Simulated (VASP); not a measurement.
The input files of a VASP run:

### INCAR
```
SYSTEM = HfO2
PREC = Accurate
ENCUT = 520
EDIFF = 1E-6
NELM = 100
ALGO = Normal
LREAL = .FALSE.
LASPH = .TRUE.
ISMEAR = 0
SIGMA = 0.05
GGA = PE
LMAXMIX = 6
LWAVE = .FALSE.
LCHARG = .FALSE.
ISIF = 2
NBANDS = 10
```

**POSCAR**
```
HfO2
1
    0.0000000000     2.5908000000     2.5908000000
    2.5908000000     0.0000000000     2.5908000000
    2.5908000000     2.5908000000     0.0000000000
Hf O
1 2
Direct
  0.0000000000   0.0000000000   0.0000000000
  0.2500000000   0.2500000000   0.2500000000
  0.7500000000   0.7500000000   0.7500000000
```

**KPOINTS**
```
Automatic mesh
0
Gamma
6 6 6
0 0 0
```

POTCAR, in this order: Hf_pv O (PBE.64 set). Program: vasp_std.

Output of the run:

### standard output
```
 POSCAR found type information on POSCAR HfO
 POSCAR found :  2 types and       3 ions
 Reading from existing POTCAR
 Reading from existing POTCAR
 LDA part: xc-table for (Slater+PW92), standard interpolation

 -----------------------------------------------------------------------------
|                                                                             |
|     EEEEEEE  RRRRRR   RRRRRR   OOOOOOO  RRRRRR      ###     ###     ###     |
|     E        R     R  R     R  O     O  R     R     ###     ###     ###     |
|     E        R     R  R     R  O     O  R     R     ###     ###     ###     |
|     EEEEE    RRRRRR   RRRRRR   O     O  RRRRRR       #       #       #      |
|     E        R   R    R   R    O     O  R   R                               |
|     E        R    R   R    R   O     O  R    R      ###     ###     ###     |
|     EEEEEEE  R     R  R     R  OOOOOOO  R     R     ###     ###     ###     |
|                                                                             |
|     The number of bands is not sufficient to hold all electrons. I am       |
|     sorry, but this calculation does not make sense. If you want to         |
|     calculate only selected states, you need to set either EFERMI or        |
|     EREF. EREF specifies around which energy states are supposed to be      |
|     calculated.                                                             |
|     I found NBANDS = 10, NELECT = 22.                                       |
|                                                                             |
|       ---->  I REFUSE TO CONTINUE WITH THIS SICK JOB ... BYE!!! <----       |
|                                                                             |
 -----------------------------------------------------------------------------
```

Problem. Read the log: what went wrong, and how is it fixed?

Solution. The cause: NBANDS is too small to hold all electrons. VASP stops with an error: The number of bands is not sufficient to hold all electrons. I am sorry, but this calculation does not make sense. If you want to calculate only selected states, you need to set either EFERMI or EREF. EREF specifies around which energy states are supposed to be calculated. I found NBANDS = 10, NELECT = 22. ----> I REFUSE TO CONTINUE WITH THIS SICK JOB ... BYE!!! <---- To mend it, remove NBANDS.

The mended run (PBE GGA, plane waves, VASP's PBE PAW potentials (set 64)) converges, and its OSZICAR ends with
```
   1 F= -.30151329E+02 E0= -.30151329E+02  d E =-.101894E-10
```

The compound is HfO2 in the fluorite structure, the high-temperature cubic form, which is unstable at 0 K; the monoclinic form is the stable one. The cell was not relaxed at this level.
